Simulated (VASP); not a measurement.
```
CELL_PARAMETERS angstrom
      0.00000     1.94135     1.94135
      1.94135     0.00000     1.94135
      1.94135     1.94135     0.00000
ATOMIC_POSITIONS crystal
  Ir 0.00000 0.00000 0.00000
```

All values below come from revPBE GGA, VASP's PBE PAW potentials (set 64) (plane waves; VASP). Settings: 520 eV cut-off, Gaussian smearing of 0.050 eV, potentials Ir.

Unless said otherwise, spin-orbit coupling is left out, though it shifts the bands of the heavy elements here.

### Question
Predict the band gap (along the path) with the smallest direct gap where there is one.

### Answer

```json
{
  "band gap (along the path)": "none (metal, semimetal or under 0.01 eV)"
}
```

The compound is Ir in the fcc structure. It was relaxed first.
